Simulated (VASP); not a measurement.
Write the native input for VASP 6.6.1 that does the following.

```yaml
Task: relaxation of cell and atoms
Functional: PBEsol
Potentials_or_basis: VASP PAW PBE potentials, release 64 (Sn_d)
Cutoff: 600 eV
k_mesh: 12 × 12 × 12
Occupations: gaussian, width 0.03 eV
Spin: no spin polarisation
Target_pressure: 10.9 GPa
Further_INCAR_settings: ALGO = Normal; EDIFF = 1e-07; IBRION = 2; EDIFFG = -0.005; NSW = 90; ISIF = 3
Target_pressure: 10.9 GPa
```

The structure of Sn lies in POSCAR:

```
Sn                                      
1.0
   -2.7940594415      2.7940594415      1.4984842913
    2.7940594415     -2.7940594415      1.4984842913
    2.7940594415      2.7940594415     -1.4984842913
  Sn            
     2
Direct
     0.0000000000000000    0.0000000000000000    0.0000000000000000
     0.7500000000000000    0.2500000000000000    0.5000000000000000
```

One way to write it, as run:

INCAR

```
SYSTEM = Sn
PREC     = Accurate       ! precision mode
ENCUT    = 600            ! plane-wave cutoff, eV
EDIFF    = 1E-7           ! SCF threshold, eV
ISMEAR   = 0              ! smearing method
SIGMA    = 0.03           ! smearing width, eV
LREAL    = .FALSE.        ! projectors in reciprocal space
LASPH    = .TRUE.         ! aspherical terms in the spheres
NELM     = 80             ! most SCF steps
ALGO     = Normal         ! electronic algorithm
ISIF     = 3              ! what is computed and relaxed
LWAVE    = .FALSE.        ! write WAVECAR
LCHARG   = .FALSE.        ! write CHGCAR
GGA      = PS             ! functional
IBRION   = 2              ! ionic algorithm
NSW      = 90             ! ionic steps
EDIFFG   = -0.005         ! ionic threshold
PSTRESS  = 109.0
```

KPOINTS

```
regular mesh
0
G
  12 12 12
  0 0 0
```

Potentials or basis: VASP PAW PBE potentials, release 64 (Sn_d).

Run with:

```console
$ cat potpaw_PBE.64/Sn_d/POTCAR > POTCAR
$ mpirun -np 1 vasp_std > vasp.out
```

It gave:

| Item | Value |
| --- | --- |
| Relaxed volume | 23.39 Å³/atom |
| Relaxed cell | a = 4.225 Å, b = 4.225 Å, c = 4.225 Å, α = 97.22°, β = 97.22°, γ = 138.46° |
| Space group after relaxing (to 0.05 Å) | I4_1/amd (No. 141) |
| Energy change on relaxing (the enthalpy is what falls) | +0.5 meV/atom |
| Ionic steps | 3 |
| Pressure after relaxing | 10.9 GPa |
| Band gap on the k mesh | none (metal or under the smearing width) |

Caveat: the cell is relaxed towards a set pressure, so the enthalpy falls and the energy may rise; the PAW data sets were made with another functional, which shifts forces and pressure a little.

Wall time 3 min on 1 thread of Intel(R) Xeon(R) 6975P-C (Granite Rapids) (shared host), peak memory 0.31 GiB.
